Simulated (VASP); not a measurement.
# A VASP study of B2Ru (SCAN): structure first, properties next, part 5 of 5

What structure and properties does SCAN give B2Ru, and how near are they to the measured ones? The start is a cell from a database of measured crystal structures.

VASP 6.6.1; SCAN; plane waves and PAW (B, Ru_pv).

Still holding for the runs below: Spin-orbit coupling is off here; it would split degenerate levels.

So far. Step 5 (Total and projected DOS (SCAN)): The finer mesh and the other smearing move the Fermi level by -0.06 eV from the 8×5×6 run, one measure of the sampling error in the zero of the bands above. Of the states within 0.3 eV of the Fermi level, the largest shares in the PAW spheres are Ru d 59 % and B p 20 %. The rest lies in smaller channels or between the spheres. The relaxed cell has a, b, c = 2.866, 4.621, 4.027 Å (conventional setting).

**7. Independent-particle dielectric function (SCAN)**

LOPTICS sums transitions from filled to empty bands. The mesh is finer than in the run before. NBANDS is raised for it.

INCAR reads:

```
SYSTEM = B2Ru
PREC = Accurate
ENCUT = 420
EDIFF = 1E-06
NELM = 100
ISMEAR = 0
SIGMA = 0.05
LREAL = .FALSE.
ALGO = Normal
METAGGA = SCAN
LASPH = .TRUE.
NBANDS = 68
LORBIT = 11
LWAVE = .FALSE.
LCHARG = .FALSE.
KPAR = 4
LOPTICS = .TRUE.
NEDOS = 1500
CSHIFT = 0.1
```

POSCAR reads:

```
B2Ru
1.0
    2.8662184053      0.0000000000      0.0000000000
    0.0000000000      4.6212330436      0.0000000000
    0.0000000000      0.0000000000      4.0266209349
B Ru
4 2
Direct
    0.0000000000      0.8035815410      0.3624403514
    0.0000000000      0.1964184590      0.3624403514
    0.5000000000      0.3035815410      0.6375596486
    0.5000000000      0.6964184590      0.6375596486
    0.0000000000      0.0000000000      0.8472324051
    0.5000000000      0.5000000000      0.1527675949
```

KPOINTS reads:

```
Automatic mesh
0
Gamma
11 7 8
0 0 0
```

The projector-augmented-wave data sets are B and Ru_pv (PBE family, release 64).

Started as:

```
mpirun -np 4 vasp_std
```

The program printed:

```text
[... set-up lines as in an earlier step ...]
 entering main loop
       N       E                     dE             d eps       ncg     rms          rms(c)
DAV:   1     0.311635478433E+03    0.31164E+03   -0.14963E+04 16344   0.527E+02
DAV:   2    -0.994500055837E+02   -0.41109E+03   -0.38033E+03 18124   0.216E+02
DAV:   3    -0.117842742770E+03   -0.18393E+02   -0.18043E+02 18840   0.485E+01
DAV:   4    -0.117914447067E+03   -0.71704E-01   -0.71678E-01 18568   0.298E+00
DAV:   5    -0.117914655145E+03   -0.20808E-03   -0.20807E-03 18484   0.155E-01    0.430E+01
DAV:   6    -0.103121780872E+03    0.14793E+02   -0.14131E+01 18092   0.243E+01    0.951E+00
DAV:   7    -0.101204109532E+03    0.19177E+01   -0.54645E+00 17188   0.103E+01    0.559E+00
DAV:   8    -0.101262355217E+03   -0.58246E-01   -0.21764E-01 17212   0.195E+00    0.190E+00
DAV:   9    -0.101276611121E+03   -0.14256E-01   -0.34832E-02 17880   0.748E-01    0.287E-01
DAV:  10    -0.101277755478E+03   -0.11444E-02   -0.86935E-04 18632   0.123E-01    0.122E-01
DAV:  11    -0.101277672319E+03    0.83159E-04   -0.15004E-04 18120   0.548E-02    0.294E-02
DAV:  12    -0.101277662508E+03    0.98105E-05   -0.89928E-06 18348   0.136E-02    0.617E-03
DAV:  13    -0.101277660304E+03    0.22043E-05   -0.93703E-07 16596   0.372E-03    0.189E-03
DAV:  14    -0.101277660286E+03    0.17547E-07   -0.18027E-07  9932   0.195E-03
   1 F= -.10127766E+03 E0= -.10127652E+03  d E =-.228808E-02
 optical routines
 imaginary and real dielectric function
 direction            1
 direction            2
 direction            3
```

Elapsed: 2.2 min, on 4 MPI ranks of Intel Xeon 6975P-C (Granite Rapids), shared host; peak memory 2.1 GiB.

From OUTCAR (step 7):

```text
   k-points           NKPTS =    120   k-points in BZ     NKDIM =    120   number of bands    NBANDS=     68

   NELECT =      40.0000    total number of electrons

 E-fermi :  10.6774

 k-point     1 :       0.0000    0.0000    0.0000
  band No.  band energies     occupation
    ...
     17       7.5179      2.00000
     18       8.3032      2.00000
     19       8.6716      2.00000
     20       9.4051      2.00000
     21      10.6906      0.70819
     22      12.6066      0.00000
     23      14.9783      0.00000
     24      15.0990      0.00000
     25      15.2052      0.00000
     26      15.9455      0.00000
    ...

  Total       -0.2621550      0.0606095      0.0389109      0.0000000      0.0000000      0.0000000
  in kB       -7.8751870      1.8207205      1.1688899      0.0000000      0.0000000      0.0000000
  external PRESSURE =      -1.6285255 kB  Pullay stress =       0.0000000 kB

 POSITION                                       TOTAL-FORCE (eV/Angst)
 -----------------------------------------------------------------------------------
      0.00000      3.71354      1.45941        -0.000000      0.086197      0.016692
      0.00000      0.90770      1.45941        -0.000000     -0.086197      0.016692
      1.43311      1.40292      2.56721        -0.000000      0.086197     -0.016692
      1.43311      3.21831      2.56721         0.000000     -0.086197     -0.016692
      0.00000      0.00000      3.41148        -0.000000      0.000000     -0.046870
      1.43311      2.31062      0.61514        -0.000000      0.000000      0.046870
 -----------------------------------------------------------------------------------
    total drift:                               -0.000000      0.000000     -0.000000

  FREE ENERGIE OF THE ION-ELECTRON SYSTEM (eV)
  ---------------------------------------------------
  free  energy   TOTEN  =      -101.2776602862 eV

  energy  without entropy=     -101.2753722110  energy(sigma->0) =     -101.27651625

 plasma frequency squared (from intraband transitions) (eV^2)
  --------------------------------------------------------------------------------------
      15.017       0.000       0.000
       0.000      38.138       0.000
       0.000       0.000      13.481

[... 8 parts as in an earlier step ...]

[... 8 further parts left out ...]
```

On this mesh force components of up to 0.09 eV/Å appear, so the relaxed positions are not converged with the sampling. These are independent-particle spectra without excitons or local fields, and fine structure depends on the mesh and on CSHIFT. The intraband (Drude) part is not in this spectrum.

Numbers from this step:

- SCF cycles: 14
- bands: 68
- free energy (TOTEN): -101.2777 eV
- energy at zero smearing: -101.2765 eV
- Fermi energy: 10.68 eV
- pressure: -0.1629 GPa

The imaginary dielectric function has structure finer than the step of the table below, so its rows give means over 0.5 eV, whole bins alone (the curve runs from 0 to 24.9 eV). Peaks (eV: height): xx 1.56: 22.5, 3.90: 15.4, 11.55: 9.31; yy 0.07: 130; zz 0.85: 23.6, 1.84: 32.7, 3.83: 29.7.

Table of imaginary dielectric function by photon energy; means over each step:

```csv
photon energy (eV),xx,yy,zz
0.5,5.41,31.8,11.0
1.0,12.5,16.9,21.1
1.5,18.7,12.4,30.2
2.0,16.7,12.3,27.6
2.5,11.1,10.4,18.9
3.0,6.83,7.61,16.1
3.5,8.63,7.11,18.8
4.0,13.7,12.1,25.5
4.5,12.5,14.6,20.7
5.0,11.7,16.7,17.4
5.5,8.05,12.7,10.4
6.0,7.43,9.27,9.20
6.5,8.01,7.99,8.27
7.0,7.53,6.87,6.97
7.5,7.85,6.36,7.26
8.0,7.04,5.97,7.49
8.5,6.00,5.30,6.50
9.0,6.88,6.61,6.27
9.5,7.06,7.55,6.04
10.0,5.66,6.63,5.25
10.5,5.62,6.95,5.25
11.0,6.06,6.81,5.14
11.5,8.36,6.55,5.45
12.0,7.44,5.38,4.47
12.5,5.53,5.13,3.69
13.0,4.73,4.93,3.56
13.5,4.37,4.09,3.42
14.0,3.92,3.84,2.79
14.5,3.34,3.59,2.89
15.0,2.91,3.51,2.52
15.5,2.39,2.57,2.49
16.0,2.12,2.02,2.17
16.5,1.78,1.84,1.85
17.0,1.68,1.58,1.61
17.5,1.57,1.37,1.47
18.0,1.16,1.38,1.42
18.5,1.06,1.28,1.38
19.0,1.04,1.13,1.15
19.5,1.09,1.21,1.04
20.0,1.00,1.16,0.924
20.5,0.989,1.03,0.832
21.0,0.933,0.930,0.804
21.5,0.936,0.868,0.776
22.0,0.858,0.858,0.785
22.5,0.808,0.735,0.752
23.0,0.776,0.736,0.692
23.5,0.712,0.642,0.660
24.0,0.732,0.592,0.653
24.5,0.778,0.604,0.610
```

Table of real dielectric function by photon energy:

```csv
photon energy (eV),xx,yy,zz
0,29.0,235,44.7
1,22.8,11.6,33.0
2,7.82,9.92,8.47
3,6.96,8.21,11.0
4,7.06,11.2,2.26
5,3.96,3.39,-6.11
6,2.84,-0.242,-1.90
7,2.67,0.147,-0.771
8,1.25,1.12,-1.55
9,2.17,3.23,-1.04
10,0.808,0.612,-1.28
11,1.34,-0.520,-1.08
12,-1.57,-1.07,-2.05
13,-2.20,-1.81,-1.91
14,-2.13,-1.86,-1.70
15,-2.06,-2.39,-1.64
16,-1.96,-2.02,-1.75
17,-1.32,-1.63,-1.43
18,-1.30,-1.16,-1.02
19,-0.703,-0.847,-0.958
20,-0.502,-0.681,-0.802
21,-0.502,-0.528,-0.548
22,-0.320,-0.501,-0.387
23,-0.322,-0.374,-0.342
24,-0.0922,-0.227,-0.158
```

Force by atom:

```csv
atom,x (eV/Å),y (eV/Å),z (eV/Å),size
B1,0.0000,0.0862,0.0167,0.0878
B2,0.0000,-0.0862,0.0167,0.0878
B3,0.0000,0.0862,-0.0167,0.0878
B4,0.0000,-0.0862,-0.0167,0.0878
Ru5,0.0000,0.0000,-0.0469,0.0469
Ru6,0.0000,0.0000,0.0469,0.0469
```

**8. Summary of results**

```json
{"relaxed volume": "8.889 Å³/atom", "relaxed conventional cell a, b, c": "2.866, 4.621, 4.027 Å", "space group after relaxing, within 0.02 Å": "Pmmn (No. 59)", "band gap": "none, a metal", "DOS at the Fermi level": "1.03 states/eV/cell", "highest zone-centre mode": "837 cm⁻¹"}
```

With SCAN, B2Ru relaxes to 8.889 Å³/atom in space group Pmmn (held by the symmetry of the run) and comes out as a metal. Against the listed cell the volume lies -0.9 % (a under 0.05 %, b -0.5 %, c -0.5 %). Bands along the symmetry lines (SCAN): Of the bands kept, 4 cross the Fermi level on this path. Zone-centre phonons (SCAN): The highest mode at Γ, 837.5 cm⁻¹, is mostly motion of B (98 % of the kinetic energy). Spin-orbit coupling is left out; it would split some degenerate bands. Modes at Γ alone can't show that the crystal is stable at other wave vectors. No search among competing phases was made, and a listed structure need not be the one stable at ambient conditions. All values are for a static lattice at zero temperature.

Calculation against experiment:

| quantity | measured | SCAN |
| --- | --- | --- |
| lattice constant a (our axis b, matched by order of length) (Å) | 4.6448 | 4.621 (-0.5 %) |
| lattice constant b (our axis a, matched by order of length) (Å) | 2.86515 | 2.866 (+0.0 %) |
| lattice constant c (Å) | 4.04561 | 4.027 (-0.5 %) |

Measured values from arxiv:1709.06954 (2017).

Verdict: The lattice constant a is off by -0.5 %: good agreement. The lattice constant b matches within 0.05 %: good agreement. The lattice constant c is off by -0.5 %: good agreement. The grades are ours: good and fair within 0.7 and 1.5 % for the lattice constant a, 0.7 and 1.5 % for the lattice constant b and 0.8 and 2 % for the lattice constant c. Zero-point motion and thermal expansion are not in the computed lattice constants.

[Lines on the potential files, build, host, timing and source positions are cut from VASP's logs without a mark.]

[Logs are printed without paths, hosts, clocks, repeated set-up lines and the standing remarks that a program may print on its own settings, such as how far it seeks lower states.]

[Hosts, paths, dates, database ids (printed as entryN), source tags and the programs' standing remarks are cut or masked in the printed files.]

[Measured values are set beside computed ones only where the two were judged alike; some that the calculation misses by far are left out.]
